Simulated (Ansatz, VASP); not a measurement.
# GaAs in two plane-wave programs, part 2 of 2

Wanted: the spread between two codes on one cell, functional and k mesh. The cell is taken from a series of runs on this material, whose earlier steps may have relaxed, scaled, displaced or heated it; both programs get it as it stands.

VASP 6.6.1 and Ansatz 0.2.0.

So far: The starting structure; VASP: zone-centre phonons, PBE, pair 1; Ansatz: zone-centre phonons, PBE, pair 1; Comparison.

### 5. VASP: zone-centre phonons, PBE, pair 2

Level of this step: PBE; plane waves and PAW (Ga_d, As) (VASP).

Second derivatives magnify differences that forces hide, and they need a tight electronic threshold. The cell compared in this pair holds 48.37 Å³, against 47.43 Å³ for the pair before.

INCAR

```
SYSTEM = GaAs
PREC = Accurate
ENCUT = 500
EDIFF = 1E-08
NELM = 120
ISMEAR = 0
SIGMA = 0.02
LREAL = .FALSE.
ALGO = Normal
GGA = PE
NBANDS = 15
LORBIT = 11
LWAVE = .FALSE.
LCHARG = .FALSE.
ISIF = 2
IBRION = 8
LASPH = .TRUE.
GGA_COMPAT = .FALSE.
KPAR = 2
```

POSCAR

```
GaAs
1.0
    0.0000000000      2.8919739172      2.8919739172
    2.8919739172      0.0000000000      2.8919739172
    2.8919739172      2.8919739172      0.0000000000
Ga As
1 1
Direct
    0.0000000000      0.0000000000      0.0000000000
    0.7500000000      0.7500000000      0.7500000000
```

KPOINTS

```
Automatic mesh
0
Gamma
12 12 12
0 0 0
```

The projector-augmented-wave data sets are Ga_d and As (PBE family, release 64).

Run with:

```sh
> mpirun -np 2 vasp_std
```

Numbers of over 12 decimals in the logs are rounded to 6 here.

The log of the run:

```text
[... set-up lines as in an earlier step ...]
 entering main loop
       N       E                     dE             d eps       ncg     rms          rms(c)
DAV:   1     0.836097814551E+02    0.83610E+02   -0.88047E+03  2176   0.158E+03
DAV:   2    -0.171405266454E+01   -0.85324E+02   -0.81620E+02  2391   0.315E+02
DAV:   3    -0.831149121892E+01   -0.65974E+01   -0.65706E+01  2636   0.692E+01
DAV:   4    -0.841784388335E+01   -0.10635E+00   -0.10633E+00  2576   0.995E+00
[...]
DAV:  12    -0.827362741878E+01   -0.37627E-06   -0.13735E-06  2734   0.150E-02    0.161E-03
DAV:  13    -0.827362787023E+01   -0.45145E-06   -0.57405E-07  2601   0.565E-03    0.597E-04
DAV:  14    -0.827362786839E+01    0.18363E-08   -0.12916E-08  2213   0.129E-03
   1 F= -.82736279E+01 E0= -.82736194E+01  d E =-.170327E-04
 Linear response reoptimize wavefunctions to high precision
DAV:   1    -0.827362789775E+01   -0.29361E-07   -0.44543E-09  2581   0.551E-04
DAV:   2    -0.827362789775E+01    0.50022E-11   -0.10187E-10  1822   0.778E-05
 Linear response DOF=           2
 Linear response progress:
[...]
RMM:  14    -0.163268017512E+00    0.35269E-07   -0.11868E-07 17023   0.468E-05    0.148E-06
RMM:  15    -0.163268034407E+00   -0.16895E-07   -0.70504E-08 16604   0.289E-05    0.328E-07
RMM:  16    -0.163268034179E+00    0.22787E-09   -0.45297E-08 13268   0.200E-05    0.300E-07
 first order change of Fermi-energy  -0.61094E-06
 force on displaced ion       1 direction 1 :  -7.864   0.000   0.000
 Linear response progress:
  Degree of freedom:   2/  2
       N       E                     dE             d eps       ncg     rms          rms(c)
RMM:   1    -0.442368742402E-01   -0.44237E-01    0.64368E-02 18418   0.140E+00
RMM:   2    -0.435427083676E-01    0.69417E-03   -0.36218E-03 14951   0.346E-01    0.767E-02
RMM:   3    -0.435498126311E-01   -0.71043E-05   -0.29162E-04 16932   0.111E-01    0.437E-02
RMM:   4    -0.437925670015E-01   -0.24275E-03   -0.68586E-05 16967   0.517E-02    0.421E-03
[...]
RMM:   9    -0.437896618629E-01    0.67946E-07   -0.18562E-08 16694   0.295E-04    0.765E-06
RMM:  10    -0.437895943179E-01    0.67545E-07    0.80519E-10 17022   0.109E-04    0.386E-06
RMM:  11    -0.437895987971E-01   -0.44792E-08    0.23352E-09 16924   0.465E-05    0.150E-06
 first order change of Fermi-energy   0.25408E-03
 force on displaced ion       2 direction 1 :  -7.826   0.000   0.000
 Linear response finished
```

Parts of OUTCAR (step 5):

```text
  Total       -0.3011831     -0.3011831     -0.3011831     -0.0000000      0.0000000     -0.0000000
  in kB       -9.9753473     -9.9753473     -9.9753473     -0.0000000      0.0000000     -0.0000000
  external PRESSURE =      -9.9753473 kB  Pullay stress =       0.0000000 kB

 POSITION                                       TOTAL-FORCE (eV/Angst)
 -----------------------------------------------------------------------------------
      0.00000      0.00000      0.00000         0.000000      0.000000      0.000000
      4.33796      4.33796      4.33796        -0.000000     -0.000000     -0.000000
 -----------------------------------------------------------------------------------
    total drift:                               -0.000000     -0.000000     -0.000000

[... 1 part as in an earlier step ...]

[... 1 further part left out ...]
```

### 6. Ansatz: zone-centre phonons, PBE, pair 2

The same cell, functional, mesh and smearing now go to Ansatz, which takes its cutoff from its data sets.

The cell is taken from a series of runs on this material, whose earlier steps may have relaxed, scaled, displaced or heated it; both programs get it as it stands.

input.yaml

```yaml
crystal:
  lattice:
    - [0.0, 2.8919739172, 2.8919739172]
    - [2.8919739172, 0.0, 2.8919739172]
    - [2.8919739172, 2.8919739172, 0.0]
  atoms:
    - { symbol: Ga, position: [0.0, 0.0, 0.0] }
    - { symbol: As, position: [0.75, 0.75, 0.75] }
kpoints:
  mp_grid: { grid: [12, 12, 12] }
hamiltonian:
  xc: pbe
  pseudopotentials: { kind: paw, azcp: { folder: soft_1 } }
scf:
  occupations: { method: gaussian, width: 0.02 }
output:
  eigenvalues: true
phonons:
  method: dfpt
```

Run with:

```sh
> ansatz run input.yaml --threads 4 --pin off --max-ram 10240MiB --backend cpu --events-out ev --progress --plain --runs-dir out
```

The log of the run:

```text
[...]
Crystal: 2 atoms, lattice volume = 48.374 Å³
Basis set: ecut = 420 eV, 941 PW (Γ), exchange–correlation on 60×60×60 points (8 copies of the dense FFT grid, shifted against one another)
Bands: 18, of which v1, the nominal top of the filled ones, is band 14 counted from 1 (13 counted from 0)
Symmetry: 24 space group operations
k-points: 163 of 1728 (irreducible under 8 space group operations, time reversal used)
[...]
k-point 1: bands = [... 10 lower, -5.1389, 5.7301, 6.9437, 6.9437, 8.0620, 10.8785, 10.9176, 10.9176]
  k-point 2: bands = [... 10 lower, -4.9239, 4.3452, 6.7030, 6.7030, 8.4050, 11.2674, 11.2674, 11.5285]
  k-point 162: bands = [... 10 lower, -2.9600, 0.7031, 3.8247, 4.0153, 11.3483, 11.7307, 12.2419, 13.0635]
[...]
ASR residual: 3.924e-6 → 0.000e0 eV/Å²; symmetrization residual: 2.898e-6 eV/Å²
  ASR residual per site (eV/Å²): 3.92e-6 1.95e-6
  Γ frequencies (cm⁻¹): 0.00 0.00 0.00 241.31 241.31 241.31
[...]
[key lines of the parts left out:]
SCF converged after 11 iterations
Free energy (F): -8639.869663 eV
Fermi energy:    7.060603 eV
```

### 7. Side by side

What differs besides the data sets and the points named for the pairs above, as far as they apply: the data sets hold 28 valence electrons in Ansatz (on its PAW soft_1 files) and 18 in VASP. Total energies have different zeros and are not compared.

Compared:

```csv
quantity,Ansatz,VASP,difference
optical mode 1 to 3 (cm⁻¹),241.3,243.1,-0.72 %
```

Modes are paired by rising frequency, not by their patterns, so a pair may set unlike modes beside each other; they are those without the splitting of longitudinal modes.

### 8. VASP: zone-centre phonons, PBE, pair 3

Second derivatives magnify differences that forces hide, and they need a tight electronic threshold. The cell compared in this pair holds 49.32 Å³, against 48.37 Å³ for the pair before.

INCAR is that of step 5.

POSCAR

```
GaAs
1.0
    0.0000000000      2.9107534949      2.9107534949
    2.9107534949      0.0000000000      2.9107534949
    2.9107534949      2.9107534949      0.0000000000
Ga As
1 1
Direct
    0.0000000000      0.0000000000      0.0000000000
    0.7500000000      0.7500000000      0.7500000000
```

KPOINTS is that of step 5.

Run with:

```sh
> mpirun -np 2 vasp_std
```

The log of the run:

```text
[... set-up lines as in an earlier step ...]
 entering main loop
       N       E                     dE             d eps       ncg     rms          rms(c)
DAV:   1     0.829516908362E+02    0.82952E+02   -0.88823E+03  2184   0.157E+03
DAV:   2    -0.181942226332E+01   -0.84771E+02   -0.81402E+02  2370   0.310E+02
DAV:   3    -0.829872276221E+01   -0.64793E+01   -0.64557E+01  2629   0.686E+01
DAV:   4    -0.840530294034E+01   -0.10658E+00   -0.10655E+00  2597   0.983E+00
[...]
DAV:  12    -0.826472450805E+01   -0.40401E-06   -0.13016E-06  2727   0.143E-02    0.185E-03
DAV:  13    -0.826472498746E+01   -0.47941E-06   -0.53399E-07  2622   0.546E-03    0.564E-04
DAV:  14    -0.826472499226E+01   -0.48040E-08   -0.11177E-08  2174   0.117E-03
   1 F= -.82647250E+01 E0= -.82647161E+01  d E =-.178544E-04
 Linear response reoptimize wavefunctions to high precision
DAV:   1    -0.826472501798E+01   -0.25717E-07   -0.40722E-09  2590   0.541E-04
DAV:   2    -0.826472501799E+01   -0.12733E-10   -0.93039E-11  1780   0.732E-05
 Linear response DOF=           2
 Linear response progress:
[...]
RMM:  14    -0.163272253632E+00    0.36383E-07   -0.17934E-07 17013   0.454E-05    0.127E-06
RMM:  15    -0.163272270465E+00   -0.16833E-07   -0.10165E-07 16897   0.265E-05    0.222E-07
RMM:  16    -0.163272261521E+00    0.89438E-08   -0.72608E-08 12904   0.175E-05    0.341E-07
 first order change of Fermi-energy  -0.19732E-04
 force on displaced ion       1 direction 1 :  -7.357  -0.000  -0.000
 Linear response progress:
  Degree of freedom:   2/  2
       N       E                     dE             d eps       ncg     rms          rms(c)
RMM:   1    -0.442625569235E-01   -0.44263E-01    0.64415E-02 18452   0.137E+00
RMM:   2    -0.435595549845E-01    0.70300E-03   -0.34609E-03 14931   0.335E-01    0.753E-02
RMM:   3    -0.435634961917E-01   -0.39412E-05   -0.26615E-04 16960   0.108E-01    0.429E-02
RMM:   4    -0.437983500816E-01   -0.23485E-03   -0.65542E-05 16948   0.508E-02    0.415E-03
[...]
RMM:   9    -0.437950269582E-01    0.79295E-07   -0.15400E-08 16596   0.291E-04    0.690E-06
RMM:  10    -0.437949662442E-01    0.60714E-07    0.28839E-10 17073   0.111E-04    0.374E-06
RMM:  11    -0.437949708390E-01   -0.45948E-08    0.19817E-09 16930   0.456E-05    0.167E-06
 first order change of Fermi-energy   0.30066E-03
 force on displaced ion       2 direction 1 :  -7.308  -0.000  -0.000
 Linear response finished
```

Parts of OUTCAR (step 8):

```text
  Total       -0.6211397     -0.6211397     -0.6211397     -0.0000000      0.0000000      0.0000000
  in kB      -20.1768606    -20.1768606    -20.1768606     -0.0000000      0.0000000      0.0000000
  external PRESSURE =     -20.1768606 kB  Pullay stress =       0.0000000 kB

 POSITION                                       TOTAL-FORCE (eV/Angst)
 -----------------------------------------------------------------------------------
      0.00000      0.00000      0.00000         0.000000      0.000000      0.000000
      4.36613      4.36613      4.36613        -0.000000     -0.000000     -0.000000
 -----------------------------------------------------------------------------------
    total drift:                               -0.000000     -0.000000      0.000000

[... 1 part as in an earlier step ...]

[... 1 further part left out ...]
```

### 9. Ansatz: zone-centre phonons, PBE, pair 3

The same cell, functional, mesh and smearing now go to Ansatz, which takes its cutoff from its data sets.

The cell is taken from a series of runs on this material, whose earlier steps may have relaxed, scaled, displaced or heated it; both programs get it as it stands.

input.yaml, the sections that differ from step 6:

```yaml
crystal:
  lattice:
    - [0.0, 2.9107534949, 2.9107534949]
    - [2.9107534949, 0.0, 2.9107534949]
    - [2.9107534949, 2.9107534949, 0.0]
  atoms:
    - { symbol: Ga, position: [0.0, 0.0, 0.0] }
    - { symbol: As, position: [0.75, 0.75, 0.75] }
# kpoints, hamiltonian, scf, output, phonons: as in step 6
```

Run with:

```sh
> ansatz run input.yaml --threads 4 --pin off --max-ram 10240MiB --backend cpu --events-out ev --progress --plain --runs-dir out
```

The log of the run:

```text
[...]
Crystal: 2 atoms, lattice volume = 49.323 Å³
Basis set: ecut = 420 eV, 941 PW (Γ), exchange–correlation on 60×60×60 points (8 copies of the dense FFT grid, shifted against one another)
Bands: 18, of which v1, the nominal top of the filled ones, is band 14 counted from 1 (13 counted from 0)
Symmetry: 24 space group operations
k-points: 163 of 1728 (irreducible under 8 space group operations, time reversal used)
[...]
k-point 1: bands = [... 10 lower, -5.2540, 5.4547, 6.7086, 6.7086, 7.7377, 10.6227, 10.6674, 10.6674]
  k-point 2: bands = [... 10 lower, -5.0454, 4.1042, 6.4748, 6.4748, 8.0914, 11.0096, 11.0096, 11.2370]
  k-point 162: bands = [... 10 lower, -3.1545, 0.5396, 3.6700, 3.8595, 11.0190, 11.4802, 11.9408, 12.8143]
[...]
ASR residual: 1.289e-5 → 0.000e0 eV/Å²; symmetrization residual: 3.590e-6 eV/Å²
  ASR residual per site (eV/Å²): 6.32e-6 1.29e-5
  Γ frequencies (cm⁻¹): 0.00 0.00 0.00 232.41 232.41 232.41
[...]
[key lines of the parts left out:]
SCF converged after 10 iterations
Free energy (F): -8639.859916 eV
Fermi energy:    6.812665 eV
```

### 10. Comparison

What differs besides the data sets and the points named for the pairs above, as far as they apply: the data sets hold 28 valence electrons in Ansatz (on its PAW soft_1 files) and 18 in VASP. Total energies have different zeros and are not compared.

The two programs side by side:

```csv
quantity,Ansatz,VASP,difference
optical mode 1 to 3 (cm⁻¹),232.4,235.0,-1.09 %
```

Modes are paired by rising frequency, not by their patterns, so a pair may set unlike modes beside each other; they are those without the splitting of longitudinal modes.

### 11. Summary of results

- r.m.s. difference of the optical zone-centre modes, each program's sorted by frequency (zone-centre phonons, PBE, pair 1): 0.55 cm⁻¹
- r.m.s. difference of the optical zone-centre modes, each program's sorted by frequency (zone-centre phonons, PBE, pair 2): 1.7 cm⁻¹
- difference in optical mode 1 to 3 (zone-centre phonons, PBE, pair 2): -0.7 %
- r.m.s. difference of the optical zone-centre modes, each program's sorted by frequency (zone-centre phonons, PBE, pair 3): 2.6 cm⁻¹
- difference in optical mode 1 to 3 (zone-centre phonons, PBE, pair 3): -1.1 %

What this shows: The r.m.s. difference of the optical zone-centre modes, each program's sorted by frequency is 0.55 cm⁻¹ (zone-centre phonons, PBE, pair 1). The data sets hold unlike numbers of valence electrons (28 in Ansatz and 18 in VASP), so part of the differences comes from the potentials. Among the rows given in per cent, the largest difference of the zone-centre phonons, PBE, pair 2 pair is in optical mode 1 to 3, -0.7 %. Among the rows given in per cent, the largest difference of the zone-centre phonons, PBE, pair 3 pair is in optical mode 1 to 3, -1.1 %. How closely two codes agree says nothing of how well the functional describes the real material.

[Lines on the potential files, build, host, timing and source positions are cut from VASP's logs without a mark.]

[Logs are printed without paths, hosts, clocks, repeated set-up lines and the standing remarks that a program may print on its own settings, such as how far it seeks lower states.]

[Hosts, paths, dates, database ids (printed as entryN), source tags and the programs' standing remarks are cut or masked in the printed files.]
